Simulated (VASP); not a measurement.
Energy against volume of Nb (bcc). Calculation: AM05 GGA, VASP's PBE PAW potentials (set 64) (plane waves; VASP 6.6.1). Settings: 520 eV cut-off, 16×16×16 Γ-centred mesh, first-order Methfessel-Paxton smearing of 0.10 eV, potentials Nb_sv.

| V (Å³/atom) | E (eV/atom) |
|---|---|
| 16.914 | -10.70297 |
| 17.437 | -10.71142 |
| 17.960 | -10.70209 |
| 18.484 | -10.67762 |

Task: Fit these four points and predict the energy of the run at 16.391 Å³/atom.

Result: A cubic in V^(−2/3), the third-order Birch-Murnaghan form, passes through the four points with V0 = 17.41 Å³/atom and B0 = 182 GPa, and gives -10.6735 eV/atom there. The run gave -10.6730 eV/atom, +0.5 meV/atom from the fit; all five points give B0 = 184 GPa.

The compound is Nb in the bcc structure. It was relaxed first.
